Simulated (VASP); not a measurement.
Consider the following.

```yaml
crystal:
  lattice:
    - [0.00000, 2.71392, 2.71392]
    - [2.71392, 0.00000, 2.71392]
    - [2.71392, 2.71392, 0.00000]
  atoms:
    - { symbol: Si, position: [0.00000, 0.00000, 0.00000] }
    - { symbol: Si, position: [0.25000, 0.25000, 0.25000] }
```

These are SCAN meta-GGA, VASP's PBE PAW potentials (set 64) (plane waves; VASP) values and carry that method's errors. Run with 520 eV cut-off, 8×8×8 Γ-centred mesh, Gaussian smearing of 0.050 eV, potentials Si.

**Question.** Estimate the energy per atom (σ→0).

**Answer.** 
```yaml
energy per atom (σ→0): -10.006 eV/atom
```

Only differences to runs with the same potentials and settings are physical.

The compound is Si in the diamond structure. It was relaxed first.
